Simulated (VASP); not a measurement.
A convergence study with VASP on SnTe (rock salt): a few settings are varied, all else stays as given below, so the limit is that of these other settings.

```yaml
crystal:
  lattice:
    - [0.00000, 3.16000, 3.16000]
    - [3.16000, 0.00000, 3.16000]
    - [3.16000, 3.16000, 0.00000]
  atoms:
    - { symbol: Sn, position: [0.00000, 0.00000, 0.00000] }
    - { symbol: Te, position: [0.50000, 0.50000, 0.50000] }
```

Calculation: PBEsol GGA, VASP's PBE PAW potentials (set 64) (plane waves; VASP). The last row used: 550 eV cut-off, 14×14×14 Γ-centred mesh, second-order Methfessel-Paxton smearing of 0.40 eV, potentials Sn_d Te.

| setting | E (eV/atom) | pressure (GPa) | irreducible k-points |
|---|---|---|---|
| ISMEAR = -1, SIGMA = 0.01, 4×4×4 mesh | -4.1709 | -1.43 | 8 |
| ISMEAR = -1, SIGMA = 0.1, 4×4×4 mesh | -4.1720 | -1.13 | 8 |
| ISMEAR = 0, SIGMA = 0.01, 4×4×4 mesh | -4.1709 | -1.43 | 8 |
| ISMEAR = 0, SIGMA = 0.2, 4×4×4 mesh | -4.1716 | -1.12 | 8 |
| ISMEAR = 1, SIGMA = 0.05, 4×4×4 mesh | -4.1709 | -1.46 | 8 |
| ISMEAR = 1, SIGMA = 0.2, 4×4×4 mesh | -4.1710 | -1.15 | 8 |
| ISMEAR = 2, SIGMA = 0.05, 4×4×4 mesh | [?] | [?] | 8 |
| ISMEAR = 2, SIGMA = 0.2, 4×4×4 mesh | -4.1707 | -1.23 | 8 |
| ISMEAR = -1, SIGMA = 0.01, 8×8×8 mesh | -4.1681 | -0.68 | 29 |
| ISMEAR = -1, SIGMA = 0.2, 8×8×8 mesh | [?] | [?] | 29 |
| ISMEAR = 0, SIGMA = 0.01, 8×8×8 mesh | -4.1681 | -0.69 | 29 |
| ISMEAR = 0, SIGMA = 0.4, 8×8×8 mesh | -4.1662 | -0.72 | 29 |
| ISMEAR = 1, SIGMA = 0.05, 8×8×8 mesh | -4.1681 | -0.69 | 29 |
| ISMEAR = 1, SIGMA = 0.4, 8×8×8 mesh | -4.1685 | -0.61 | 29 |
| ISMEAR = 2, SIGMA = 0.05, 8×8×8 mesh | -4.1681 | -0.69 | 29 |
| ISMEAR = 2, SIGMA = 0.4, 8×8×8 mesh | -4.1690 | -0.60 | 29 |
| ISMEAR = -1, SIGMA = 0.05, 14×14×14 mesh | -4.1687 | -0.67 | 104 |
| ISMEAR = -1, SIGMA = 0.2, 14×14×14 mesh | -4.1629 | -0.75 | 104 |
| ISMEAR = 0, SIGMA = 0.1, 14×14×14 mesh | -4.1687 | -0.67 | 104 |
| ISMEAR = 0, SIGMA = 0.4, 14×14×14 mesh | -4.1665 | -0.72 | 104 |
| ISMEAR = 1, SIGMA = 0.1, 14×14×14 mesh | -4.1687 | -0.67 | 104 |
| ISMEAR = 1, SIGMA = 0.4, 14×14×14 mesh | -4.1688 | -0.65 | 104 |
| ISMEAR = 2, SIGMA = 0.1, 14×14×14 mesh | -4.1687 | -0.67 | 104 |
| ISMEAR = 2, SIGMA = 0.4, 14×14×14 mesh | -4.1689 | -0.65 | 104 |

### Question
Fill in the missing entries.

### Answer

- ISMEAR = -1, SIGMA = 0.2, 8×8×8 mesh, E (eV/atom): -4.1631
- ISMEAR = -1, SIGMA = 0.2, 8×8×8 mesh, pressure (GPa): -0.76
- ISMEAR = 2, SIGMA = 0.05, 4×4×4 mesh, E (eV/atom): -4.1708
- ISMEAR = 2, SIGMA = 0.05, 4×4×4 mesh, pressure (GPa): -1.44

Left out are rungs that failed or repeat a setting and relaxations that didn't move; long series are thinned to 24 rows.

The compound is SnTe in the rock salt structure, which distorts at low temperature. The cell was not relaxed at this level.
